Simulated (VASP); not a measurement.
Here is a VASP 6.6.1 calculation.

INCAR

```
PREC = Accurate
ENCUT = 520
EDIFF = 1E-7
ISMEAR = 0
SIGMA = 0.02
LREAL = F
LASPH = T
NELM = 80
ALGO = Fast
ISIF = 3
LWAVE = F
LCHARG = F
GGA = PE
IBRION = 2
NSW = 80
EDIFFG = -0.002
```

Contents of KPOINTS:

```
regular mesh
0
Gamma
  2 2 2
```

Contents of POSCAR:

```
ZnS                                     
1.0
    0.0000000000      2.7944340170      2.7944340170
    2.7944340170     -0.0000000000      2.7944340170
    2.7944340170      2.7944340170      0.0000000000
  Zn              S             
     1     1
Direct
     0.2500000000000000    0.2500000000000000    0.2500000000000000
     0.0000000000000000    0.0000000000000000    0.0000000000000000
```

Potentials or basis: VASP PAW PBE potentials, release 64 (Zn, S).

Launch:

```console
$ cat potpaw_PBE.64/Zn/POTCAR potpaw_PBE.64/S/POTCAR > POTCAR
$ mpirun -np 1 vasp_std > vasp.out
```

Predict the band gap on the k mesh.

1.53 eV, direct.

Estimate the relaxed cell.

a = 3.953 Å, b = 3.953 Å, c = 3.953 Å, α = 60.00°, β = 60.00°, γ = 60.00°.

Estimate the relaxed volume.

21.83 Å³/atom.

Final structure:
```
Zn S
1.0
     0.00000    2.79494    2.79494
     2.79494    0.00000    2.79494
     2.79494    2.79494    0.00000
Zn S
1 1
Direct
  0.25000 0.25000 0.25000
  0.00000 0.00000 0.00000
```

Caveat: the k mesh is coarse (spacing up to 0.97 Å⁻¹), so the values aren't converged. Expect the measured gap to be larger: semilocal functionals such as PBE lack the derivative discontinuity.
